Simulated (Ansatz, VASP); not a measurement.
# SiCF2 (F-SiC-F chair monolayer): VASP beside Ansatz

One calculation is typed for both programs; each brings its own data sets. How far apart do they land? Of the first pair: The structure shown is the start of the Ansatz relaxation below; VASP solves that cell, so the two are compared at the walk's first step.

Calculated with Ansatz 0.2.0; plane waves, with VASP 6.6.1 beside it; single point at PBE with D3(BJ).

## Step 1: Set-up

The cell holds 4 atoms: 2 F, 1 C and 1 Si. Its edges and angles: a = 3.086 Å, b = 3.085 Å, c = 38.233 Å, α = 90.0°, β = 90.0°, γ = 120.0°. Vacuum lies along c.

## Step 2: Ansatz: relaxation, PBE with D3(BJ)

Ansatz runs on its PAW soft_1 files.

The two programs are compared at the cell with which this relaxation starts, whose forces are those of its first step.

File input.yaml:

```yaml
crystal:
  lattice:
    - [3.0855, 0.0, 0.0]
    - [-1.54275, 2.6721213834, 0.0]
    - [0.0, 0.0, 38.2333333339]
  atoms:
    - { symbol: F, position: [0.6666666667, 0.3333333333, 0.4524847428] }
    - { symbol: C, position: [0.6666666667, 0.3333333333, 0.4872711421] }
    - { symbol: Si, position: [0.3333333333, 0.6666666667, 0.5035745423] }
    - { symbol: F, position: [0.3333333333, 0.6666666667, 0.5475152572] }
  periodic: [true, true, false]
kpoints:
  mp_grid: { grid: [12, 12, 1] }
hamiltonian:
  xc: pbe
  dispersion: d3bj
  pseudopotentials: { kind: paw, azcp: { folder: soft_1 } }
scf:
  occupations: { method: fermi_dirac, width: 0.05 }
  convergence: { dr2_threshold: 1.0e-09 }
relax:
  f_tol: 0.004
  max_steps: 90
  cell: {}
output:
  write_potential: true
  write_density: true
  volumetric_format: npy
```

Launch:

```bash
> ansatz run input.yaml --threads 2 --pin off --max-ram 3072MiB --backend cpu --events-out ev --progress --plain --runs-dir out
```

Numbers of over 12 decimals in the logs are rounded to 6 here.

Log:

```text
Warning: relax.cell: scf.convergence.dr2_threshold = 1e-9 eV is looser than the 2.15206747909e-10 eV advised for a relaxation that steers and ends on the stress (1e-10 eV for each atom of the cell: 4, times the square of relax.cell.stress_2d_tol = 0.05 N/m over 13.6 Å (the atoms' height at the walk's start and 5 Å past either face), 3.667e-2 GPa, over a crystal's default 0.05). What an SCF threshold leaves in a stress goes as its square root, and in the free energy as the threshold itself, and one threshold admits the most on a small cell: [figures from the program's tests cut] Set scf.convergence.dr2_threshold to 2.15206747909e-10 eV or tighter. [rest of the remark cut]
Engine: ansatz 0.2.0, aarch64-unknown-linux-gnu
Pseudopotentials: kind: paw
Pseudopotential: F, paw, valence charge 7, recommended cutoff 420 eV (normal), soft_1/F.paw.azcp
Pseudopotential: C, paw, valence charge 4, recommended cutoff 420 eV (normal), soft_1/C.paw.azcp
Pseudopotential: Si, paw, valence charge 4, recommended cutoff 420 eV (normal), soft_1/Si.paw.azcp
Functional definition: PBE
  parameter kappa = 0.804
  parameter beta = 0.066725
  exchange = pbe_x(kappa = kappa, mu = beta*pi^2/3)
  correlation = pbe_c(beta = beta)
Crystal: 4 atoms, lattice volume = 315.227 Å³
Basis set: ecut = 420 eV, 6127 PW (Γ), exchange–correlation on 48×48×512 points (8 copies of the dense FFT grid, shifted against one another)
Bands: 15, of which v1, the nominal top of the filled ones, is band 11 counted from 1 (10 counted from 0)
Symmetry: 6 space group operations
Space group: P3m1 (ITA 156), of the structure as read, at distance tolerance 6.8e-5 Å
k-points: 19 of 144 (time reversal used)
Non-local potential: F, projectors of the file, l = 0: 2, l = 1: 2, l = 2: 1
Non-local potential: C, projectors of the file, l = 0: 2, l = 1: 2, l = 2: 1
Non-local potential: Si, projectors of the file, l = 0: 2, l = 1: 2, l = 2: 1
PAW form: soft (Blöchl's): semilocal exchange-correlation on the pseudo side does not see the compensation charge
PAW one-centre angular grid: F, 110 points (default); XC on 64 Gauss nodes
PAW one-centre angular grid: C, 110 points (default); XC on 64 Gauss nodes
PAW one-centre angular grid: Si, 110 points (default); XC on 64 Gauss nodes
Initial density: superposition of atomic densities (neutral atoms: chi_scale 0, normalization atom)
Initial wavefunctions: pseudopotential atomic-orbital guess
Functional: x = pbe(κ = 0.804, μ = 0.219515), c = pbe(β = 0.066725)
SCF iter   1: F=—  HF=-2504.982013 eV  |F-HF|=—  |Δ(HF+E_count)|=         —  Δρ=4.75e-2  dr2=5.63e0  ethr=3.10e-3  ⟨swp⟩=13.8  Hψ=2864  notcnv=0
preconditioner: auto → Resta (q_TF=auto, 1.751 Å⁻¹)  ε∞=1.5  [insulator: Δε(μ)=2.921 eV  Ē_g=13.111 eV  σ=0.050 eV  W_gap=1.00  n_scr=20 (ndim 8)  ℏωp=8.9 eV  f_vac=0.827  D(μ)=0.00/eV (n_scr^D=0)  ε∞_Penn≈1.5  vacuum switching on, ρ_ref=1.2e-2 e/Å³]
SCF iter   2: F=—  HF=-2503.397560 eV  |F-HF|=—  |Δ(HF+E_count)|=    1.58e0  Δρ=2.02e-2  dr2=5.90e-1  ethr=3.10e-3  ⟨swp⟩=5.6  Hψ=1098  notcnv=0
SCF iter   3: F=—  HF=-2503.299213 eV  |F-HF|=—  |Δ(HF+E_count)|=   9.83e-2  Δρ=8.63e-3  dr2=1.65e-1  ethr=2.68e-3  ⟨swp⟩=3.2  Hψ=761  notcnv=0
SCF iter   4: F=—  HF=-2503.281616 eV  |F-HF|=—  |Δ(HF+E_count)|=   1.76e-2  Δρ=3.98e-3  dr2=4.01e-2  ethr=7.50e-4  ⟨swp⟩=4.7  Hψ=805  notcnv=0
SCF iter   5: F=—  HF=-2503.277375 eV  |F-HF|=—  |Δ(HF+E_count)|=   4.24e-3  Δρ=1.19e-3  dr2=3.99e-3  ethr=1.82e-4  ⟨swp⟩=4.2  Hψ=703  notcnv=0
SCF iter   6: F=—  HF=-2503.277012 eV  |F-HF|=—  |Δ(HF+E_count)|=   3.63e-4  Δρ=3.16e-4  dr2=1.98e-4  ethr=1.81e-5  ⟨swp⟩=3.2  Hψ=715  notcnv=0
SCF iter   7: F=—  HF=-2503.277084 eV  |F-HF|=—  |Δ(HF+E_count)|=   7.14e-5  Δρ=1.16e-4  dr2=2.06e-5  ethr=9.00e-7  ⟨swp⟩=3.1  Hψ=557  notcnv=0
SCF iter   8: F=—  HF=-2503.277311 eV  |F-HF|=—  |Δ(HF+E_count)|=   2.27e-4  Δρ=2.30e-5  dr2=7.83e-7  ethr=9.36e-8  ⟨swp⟩=2.7  Hψ=578  notcnv=0
SCF iter   9: F=—  HF=-2503.277379 eV  |F-HF|=—  |Δ(HF+E_count)|=   6.80e-5  Δρ=3.83e-6  dr2=2.62e-8  ethr=3.56e-9  ⟨swp⟩=3.4  Hψ=650  notcnv=0
SCF iter  10: F=-2503.277379 eV  HF=-2503.277379 eV  |F-HF|=6.14e-10  |Δ(HF+E_count)|=   4.10e-8  Δρ=5.57e-7  dr2=4.57e-10  ethr=4.55e-12  ⟨swp⟩=10.9  Hψ=2782  notcnv=0
SCF 1 converged in 10 iterations: F = -2503.277379 eV  dr2 = 4.57e-10
  greatest PAW one-centre occupation: 0.932 electrons in one spin orbital (limit 2), on the F atom at site 3 (counted from 0), in its partial waves of l = 0
[...]
Crystal: 4 atoms, lattice volume = 329.271 Å³
[...]
preconditioner: auto → Resta (q_TF=auto, 1.738 Å⁻¹)  ε∞=1.5  [insulator: Δε(μ)=1.936 eV  Ē_g=12.123 eV  σ=0.050 eV  W_gap=1.00  n_scr=20 (ndim 8)  ℏωp=8.7 eV  f_vac=0.833  D(μ)=0.00/eV (n_scr^D=0)  ε∞_Penn≈1.5  vacuum switching on, ρ_ref=1.1e-2 e/Å³]
[...]
SCF iter   4: F=—  HF=-2503.581393 eV  |F-HF|=—  |Δ(HF+E_count)|=   7.27e-7  Δρ=1.63e-5  dr2=9.40e-7  ethr=1.08e-8  ⟨swp⟩=3.1  Hψ=485  notcnv=0
SCF iter   5: F=—  HF=-2503.581393 eV  |F-HF|=—  |Δ(HF+E_count)|=   3.91e-8  Δρ=4.33e-6  dr2=4.73e-8  ethr=4.27e-9  ⟨swp⟩=3.1  Hψ=479  notcnv=0
SCF iter   6: F=—  HF=-2503.581393 eV  |F-HF|=—  |Δ(HF+E_count)|=   2.20e-8  Δρ=1.60e-6  dr2=4.27e-9  ethr=2.15e-10  ⟨swp⟩=3.4  Hψ=605  notcnv=0
SCF iter   7: F=-2503.581393 eV  HF=-2503.581393 eV  |F-HF|=5.80e-10  |Δ(HF+E_count)|=   4.14e-9  Δρ=3.77e-7  dr2=2.58e-10  ethr=4.55e-12  ⟨swp⟩=11.8  Hψ=2249  notcnv=0
SCF 8 converged in 7 iterations: F = -2503.581393 eV  dr2 = 2.58e-10
relax step   8: F+E_penalty+E_count = -2503.58139261 eV  Δ(F+E_penalty+E_count) = +1.563e-4 eV  max|allowed force component| = 9.056e-4 eV/Å  Δτ_max = 0.0004 Å  P = +0.011 N/m  Ω = 329.271 Å³  energy of the carried Pulay correction = -2.804e-4 eV  fix = [c, alpha, beta]  reactions: c +0.000 N/m  (7 SCF iters, accepted)
iter 1 solved again at ethr=8.48e-7 eV; its pass at ethr=3.10e-3 eV (dr2=1.86e-4 eV) is discarded
SCF iter   1: F=—  HF=-2503.581275 eV  |F-HF|=—  |Δ(HF+E_count)|=         —  Δρ=1.45e-5  dr2=5.48e-8  ethr=8.48e-7  ⟨swp⟩=5.1  Hψ=4113  notcnv=0
eigensolver tolerance schedule: the retry pair's looser diagonalisation over-reported the residual by 3399.81 of it (diagonalisation noise at 13.27 of the residual, at the tolerance the schedule requests for it); recorded, not acted on — ethr = c·dr2/N_el stays at c = 1.0e-1
preconditioner: auto → Resta (q_TF=auto, 1.738 Å⁻¹)  ε∞=1.5  [insulator: Δε(μ)=1.942 eV  Ē_g=12.117 eV  σ=0.050 eV  W_gap=1.00  n_scr=20 (ndim 8)  ℏωp=8.7 eV  f_vac=0.833  D(μ)=0.00/eV (n_scr^D=0)  ε∞_Penn≈1.5  vacuum switching on, ρ_ref=1.1e-2 e/Å³]
SCF iter   2: F=—  HF=-2503.581553 eV  |F-HF|=—  |Δ(HF+E_count)|=   2.78e-4  Δρ=7.78e-6  dr2=2.91e-8  ethr=2.49e-10  ⟨swp⟩=5.5  Hψ=1086  notcnv=0
SCF iter   3: F=—  HF=-2503.581591 eV  |F-HF|=—  |Δ(HF+E_count)|=   3.74e-5  Δρ=4.38e-6  dr2=5.21e-9  ethr=1.32e-10  ⟨swp⟩=2.4  Hψ=482  notcnv=0
SCF iter   4: F=—  HF=-2503.581617 eV  |F-HF|=—  |Δ(HF+E_count)|=   2.69e-5  Δρ=2.00e-6  dr2=1.57e-9  ethr=2.37e-11  ⟨swp⟩=3.2  Hψ=555  notcnv=0
SCF iter   5: F=-2503.581631 eV  HF=-2503.581630 eV  |F-HF|=7.97e-7  |Δ(HF+E_count)|=   1.25e-5  Δρ=4.71e-7  dr2=7.07e-10  ethr=4.55e-12  ⟨swp⟩=20.3  Hψ=2873  notcnv=0
SCF 9 converged in 5 iterations: F = -2503.581631 eV  dr2 = 7.07e-10
relax step   9: F+E_penalty+E_count = -2503.58163069 eV  Δ(F+E_penalty+E_count) = -2.381e-4 eV  max|allowed force component| = 8.733e-4 eV/Å  Δτ_max = 0.0000 Å  P = +0.015 N/m  Ω = 329.271 Å³  fix = [c, alpha, beta]  reactions: c +0.000 N/m  stress off target by 1.46e-2 N/m on what of the cell is left free  SCF on the basis re-selected at this cell (its energy is not comparable with the rows above)  (5 SCF iters)
basis re-selected at this cell: Δ(F+E_penalty+E_count) = -2.381e-4 eV, ΔP = +0.003 N/m vs the last step (what re-selecting the basis moved, of the pressure what is left beyond the Pulay correction that the steps carried, after the strain that the cell walked since its last selection, with what the two solves' SCF thresholds leave and, on support functions, any second-order correction that the steps lacked; it is no m [...]
WARN: The output density's exchange-correlation potential varies sharply where the density is thin. Do not read a vacuum level from v_tot or v_xc, or from such a field of the output density. On a cell that repeats whose density bears no net charge and no dipole along the vacuum's axis use v_es (v_loc + v_h of the components); under efield.dipole_correction with no amplitude use v_es + v_field, which holds any externa [...]
SCF converged after 5 iterations
Free energy (F): -2503.581631 eV
Harris-Foulkes:  -2503.581630 eV  (|F-HF|=7.97e-7)
Internal energy: -2503.581631 eV  (E = F + TS)
E sigma→0 (E₀):  -2503.581631 eV
Fermi energy:    -6.532478 eV
--- Per-component energies (eV) ---
  E_band       = -358.970262
  E_kinetic    = 524.861730
  E_local      = -41245.164666  (includes V_loc(G=0)·N_el)
  E_nonlocal   = 219.036773
  E_hartree    = 20299.740872
  E_xc         = -257.321251
  E_vxc        = -303.001057  (∫ρ·V_xc dr)
  E_paw        = -1020.781332  (= ΣΔE_a)
  E_vpaw       = -154.186063  (= ΣTr[D̂ρ^β])
  E_aug_tail   = 0.001441  (compensation charges beyond the density's cutoff)
  E_ewald      = 18976.412714
  E_disp       = -0.367911  (pairwise vdW)
  E_smearing   = -0.000000  (= −TS)
  E_closure    = 0.000000  (closes the sum)
  Σ components = -2503.581631   (vs F -2503.581631, Δ=0.00e0)
--- Forces (eV/Å), atoms counted from 1 ---
  atom   1  F      0.00000000    -0.00000000     0.00089207
  atom   2  C      0.00000000     0.00000000    -0.00052343
  atom   3  Si     0.00000000    -0.00000000    -0.00037829
  atom   4  F      0.00000000    -0.00000000     0.00008469
  max |Σ_I F_I| component: 7.50e-5 eV/Å
--- 2D stress c σ (N/m, compression-positive) ---
        0.014648      -0.000000      -0.000000
       -0.000000       0.014648       0.000000
       -0.000000       0.000000       0.000000
  P = ½ c Tr σ = 0.0146 N/m
--- Band table (eV; the first three rows and the last of 19) ---
  k-point 0: bands = [... 7 lower, -11.5456, -11.5456, -7.5288, -7.5288, -5.5871, -1.7835 (-1.7835°), -0.3848, -0.1392]
  k-point 1: bands = [... 7 lower, -11.5877, -11.5564, -7.9254, -7.6266, -5.3305, -1.5619 (-1.5619°), -0.4005, -0.2021]
  k-point 2: bands = [... 7 lower, -11.6995, -11.5888, -8.7375, -7.8622, -4.8159, -1.4584 (-1.4584°), -0.4151, 0.2827]
  k-point 18: bands = [... 7 lower, -12.3326, -11.7211, -10.3764, -9.9849, -1.2576, -0.3894, 0.0926, 1.6169]
  ° read free of the cell's end (the report's vacuum.weakly_bound_levels)
--- Relaxed structure (7 steps of the walk, 7 accepted, 2 SCFs on fresh bases) ---
  F+E_penalty+E_count = -2503.58163069 eV   max|allowed force component| = 8.733e-4 eV/Å   (the final SCF, on the basis selected at the relaxed cell)
  cell:  # Å, volume = 329.2710 Å³
    - [3.153482, 0, 0]
    - [-1.576741, 2.730995, 0]
    - [0, 0, 38.2333333339]
  atoms:
    - { symbol: F, position: [0.666667, 0.333333, 0.451639] }
    - { symbol: C, position: [0.666667, 0.333333, 0.489156] }
    - { symbol: Si, position: [0.333333, 0.666667, 0.504067] }
    - { symbol: F, position: [0.333333, 0.666667, 0.545984] }
```

## Step 3: VASP: single point, PBE with D3(BJ), start cell, pair 1

The same cell, functional, mesh and smearing now go to VASP, with its own data sets.

Lines of VASP's logs that name or quote its potential files are left out, and so is its time.

File INCAR:

```
SYSTEM = SiCF2
PREC = Accurate
ENCUT = 520
EDIFF = 1E-06
NELM = 120
ISMEAR = -1
SIGMA = 0.05
LREAL = .FALSE.
ALGO = Normal
GGA = PE
IVDW = 12
NBANDS = 17
LORBIT = 11
LWAVE = .FALSE.
LCHARG = .FALSE.
ISIF = 2
LDIPOL = .TRUE.
IDIPOL = 3
DIPOL = 0.5 0.5 0.498
LVHAR = .TRUE.
LASPH = .TRUE.
GGA_COMPAT = .FALSE.
EFERMI = MIDGAP
NELMDL = -8
```

File POSCAR:

```
SiCF2
1.0
    3.0855000000      0.0000000000      0.0000000000
   -1.5427500000      2.6721210000      0.0000000000
    0.0000000000      0.0000000000     38.2333330000
F C Si
2 1 1
Direct
    0.6666666667      0.3333333333      0.4524847468
    0.3333333334      0.6666666666      0.5475152532
    0.6666666667      0.3333333333      0.4872711464
    0.3333333334      0.6666666666      0.5035745380
```

File KPOINTS:

```
Automatic mesh
0
Gamma
12 12 1
0 0 0
```

PAW data sets: F, C and Si (PBE family, release 64).

Launch:

```bash
> mpirun -np 1 vasp_std
```

Log:

```text
[banner, memory and clock lines left out]
running    1 mpi-ranks, on    1 nodes
 distrk:  each k-point on    1 cores,    1 groups
 distr:  one band on    1 cores,    1 groups

 POSCAR found type information on POSCAR F C Si
 POSCAR found :  3 types and       4 ions
 LDA part: xc-table for (Slater+PW92), standard interpolation
 POSCAR, INCAR and KPOINTS ok, starting setup
 FFT: planning ... GRIDC
 FFT: planning ... GRID_SOFT
 FFT: planning ... GRID
 WAVECAR not read
 entering main loop
       N       E                     dE             d eps       ncg     rms          rms(c)
DAV:   1     0.182835803362E+03    0.18284E+03   -0.86337E+03   782   0.919E+02
DAV:   2    -0.153138978285E+01   -0.18437E+03   -0.17318E+03  1004   0.212E+02
DAV:   3    -0.245471773055E+02   -0.23016E+02   -0.22871E+02   806   0.910E+01
DAV:   4    -0.249462669537E+02   -0.39909E+00   -0.39853E+00   902   0.128E+01
DAV:   5    -0.249500694724E+02   -0.38025E-02   -0.38016E-02   880   0.128E+00
DAV:   6    -0.249501594440E+02   -0.89972E-04   -0.89961E-04   897   0.187E-01
DAV:   7    -0.249501626576E+02   -0.32137E-05   -0.32136E-05   930   0.312E-02
DAV:   8    -0.249501627861E+02   -0.12841E-06   -0.12825E-06   844   0.603E-03    0.102E+01
DAV:   9    -0.232587471433E+02    0.16914E+01   -0.47687E+00   925   0.150E+01    0.512E+00
DAV:  10    -0.231465538469E+02    0.11219E+00   -0.38454E-01   868   0.453E+00    0.199E+00
DAV:  11    -0.231380205955E+02    0.85333E-02   -0.42996E-02   927   0.195E+00    0.781E-01
DAV:  12    -0.231399847726E+02   -0.19642E-02   -0.11994E-02   925   0.953E-01    0.138E-01
DAV:  13    -0.231401056761E+02   -0.12090E-03   -0.10611E-03   886   0.275E-01    0.767E-02
DAV:  14    -0.231403680039E+02   -0.26233E-03   -0.46626E-04   842   0.172E-01    0.252E-02
[...]
DAV:  18    -0.231407062686E+02   -0.51450E-04   -0.46657E-06   837   0.177E-02    0.264E-03
DAV:  19    -0.231407805477E+02   -0.74279E-04   -0.10586E-05   798   0.198E-02    0.123E-03
DAV:  20    -0.231407955727E+02   -0.15025E-04   -0.10130E-06   799   0.674E-03    0.931E-04
DAV:  21    -0.231408052311E+02   -0.96584E-05   -0.23174E-07   664   0.263E-03    0.458E-04
DAV:  22    -0.231408111980E+02   -0.59669E-05   -0.13791E-07   673   0.164E-03    0.325E-04
DAV:  23    -0.231408144803E+02   -0.32823E-05   -0.65198E-08   664   0.109E-03    0.164E-04
DAV:  24    -0.231408159711E+02   -0.14908E-05   -0.11677E-08   709   0.573E-04    0.680E-05
DAV:  25    -0.231408166111E+02   -0.63998E-06   -0.49377E-09   646   0.340E-04
   1 F= -.23524560E+02 E0= -.23524560E+02  d E =-.161464E-08
```

From OUTCAR (step 3):

```text
ion  position               nearest neighbor table
   1  0.667  0.333  0.452-   3 1.33
   2  0.333  0.667  0.548-   4 1.68
   3  0.667  0.333  0.487-   1 1.33   4 1.89   4 1.89   4 1.89
   4  0.333  0.667  0.504-   2 1.68   3 1.89   3 1.89   3 1.89

  LATTYP: Found a hexagonal cell.
 ALAT       =     3.0855000000
 C/A-ratio  =    12.3912924972

 Subroutine GETGRP returns: Found  6 space group operations
 (whereof  6 operations were pure point group operations)

The static configuration has the point symmetry C_3v.

 Found     19 irreducible k-points:

   k-points           NKPTS =     19   k-points in BZ     NKDIM =     19   number of bands    NBANDS=     17

   dimension x,y,z NGX =    24 NGY =   24 NGZ =  288
   dimension x,y,z NGXF=    48 NGYF=   48 NGZF=  576

   ENCUT  =  520.0 eV  38.22 Ry    6.18 a.u.   5.74  5.74 71.09*2*pi/ulx,y,z

   NELECT =      22.0000    total number of electrons

 k-points in reciprocal lattice and weights: Automatic mesh
   0.00000000  0.00000000  0.00000000       0.007
   0.08333333 -0.00000000  0.00000000       0.042
   0.16666667  0.00000000  0.00000000       0.042
   0.25000000  0.00000000  0.00000000       0.042
   0.33333333 -0.00000000  0.00000000       0.042
   0.41666667  0.00000000  0.00000000       0.042
   0.50000000  0.00000000  0.00000000       0.021
   0.08333333  0.08333333  0.00000000       0.042
   0.16666667  0.08333333  0.00000000       0.083
[...]
0.33333333  0.25000000  0.00000000       0.083
   0.33333333  0.33333333  0.00000000       0.014

 dipolmoment           0.000000      0.000000      0.063640 electrons x Angstroem

 average (electrostatic) potential at core
       1 -86.5352       2 -85.1234       3 -60.7112       4 -94.9323

 E-fermi :  -4.9025

 k-point     1 :       0.0000    0.0000    0.0000
  band No.  band energies     occupation
    ...
      7     -11.2771      2.00000
      8      -9.2524      2.00000
      9      -9.2524      2.00000
     10      -5.7788      2.00000
     11      -5.7788      2.00000
     12      -4.0702      0.00000
     13      -0.1062      0.00000
     14       0.5777      0.00000
     15       0.9432      0.00000
     16       1.3608      0.00000
    ...

 k-point     2 :       0.0833   -0.0000    0.0000
  band No.  band energies     occupation
    ...
      7     -11.2409      2.00000
      8      -9.3513      2.00000
      9      -9.2751      2.00000
     10      -6.2150      2.00000
     11      -5.8898      2.00000
     12      -3.8068      0.00000
     13       0.0972      0.00000
     14       0.7359      0.00000
     15       1.0892      0.00000
     16       1.3957      0.00000
    ...

 k-point     3 :       0.1667    0.0000    0.0000
  band No.  band energies     occupation
    ...
      7     -11.2589      2.00000
      8      -9.5965      2.00000
      9      -9.3366      2.00000
     10      -7.1247      2.00000
     11      -6.1565      2.00000
     12      -3.2743      0.00000
     13       0.1977      0.00000
     14       1.0022      0.00000
     15       1.4486      0.00000
     16       1.6210      0.00000
    ...

 Edisp (eV)   -0.38374

  Total       1.65919     1.65919     2.06529     0.00000     0.00000    -0.00000
  in kB       8.43302     8.43301    10.49709     0.00000     0.00000    -0.00000
  external pressure =        9.12 kB  Pullay stress =        0.00 kB

  energy-cutoff  :      520.00
  volume of cell :      315.23
      direct lattice vectors                 reciprocal lattice vectors
     3.085500000  0.000000000  0.000000000     0.324096581  0.187117275  0.000000000
    -1.542750000  2.672121000  0.000000000     0.000000000  0.374234550  0.000000000
     0.000000000  0.000000000 38.233333000     0.000000000  0.000000000  0.026155188

 POSITION                                       TOTAL-FORCE (eV/Angst)
 -----------------------------------------------------------------------------------
      1.54275      0.89071     17.30000         0.000000      0.000000     -4.200182
      0.00000      1.78141     20.93333         0.000000     -0.000000     -2.121362
      1.54275      0.89071     18.63000        -0.000000     -0.000000      3.958107
      0.00000      1.78141     19.25333         0.000000     -0.000000      2.363437
 -----------------------------------------------------------------------------------
    total drift:                               -0.000001      0.000009     -0.000329

  FREE ENERGIE OF THE ION-ELECTRON SYSTEM (eV)
  ---------------------------------------------------
  free  energy   TOTEN  =       -23.5245601834 eV

  energy  without entropy=      -23.5245601818  energy(sigma->0) =      -23.52456018

 vacuum level on the upper side and lower side of the slab         2.213         0.816

 total charge
# of ion       s       p       d       tot
------------------------------------------
    1        1.749   4.395   0.000   6.144
    2        1.747   4.337   0.000   6.084
    3        0.833   1.698   0.000   2.531
    4        0.723   0.946   0.000   1.670
--------------------------------------------------
tot          5.052  11.377   0.000  16.429

[... 3 further parts left out ...]
```

[end of part 1 of 2]

[Lines on the potential files, build, host, timing and source positions are cut from VASP's logs without a mark.]

[Logs are printed without paths, hosts, clocks, repeated set-up lines and the standing remarks that a program may print on its own settings, such as how far it seeks lower states.]

[Hosts, paths, dates, database ids (printed as entryN), source tags and the programs' standing remarks are cut or masked in the printed files.]
